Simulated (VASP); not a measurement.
Given:

Space group P-3m1 (No. 164); a = 3.683 Å, b = 3.683 Å, c = 6.547 Å, α = 90.00°, β = 90.00°, γ = 120.00°

```
atom  site  symmetry       x       y       z
----  ----  --------  ------  ------  ------
Zr      1a      -3m.  0.0000  0.0000  0.0000
S       2d       3m.  0.3333  0.6667  0.2216
```

Computed with PBE GGA, VASP's PBE PAW potentials (set 64) (plane waves; VASP). Settings: 480 eV cut-off, 8×8×4 Γ-centred mesh, Gaussian smearing of 0.050 eV, potentials Zr_sv S.

Without a dispersion term in the relaxation, distances and binding between the weakly bound layers, chains or molecules are unreliable, and so is what depends on them.

Each relaxation starts from this cell; other phases were not tried.

**Question.** The cell is relaxed at 5 GPa. What happens?

**Answer.** The volume per atom goes from 25.63 to 20.89 Å³ (-18.5 %), and the cell becomes a = b = 3.6032 Å, c = 5.5736 Å, α = β = 90.00°, γ = 120.00°, space group P-3m1.

**Question.** The cell is relaxed at 10 GPa. What happens?

**Answer.** The volume per atom goes from 25.63 to 19.41 Å³ (-24.3 %), and the cell becomes a = 3.536 Å, b = 3.536 Å, c = 5.379 Å, α = 90.00°, β = 90.00°, γ = 120.00°, space group P-3m1.

Failed runs are left out, and for metals the shear rows, which the mesh's noise covers.

The compound is ZrS2 in the 1T layered structure.
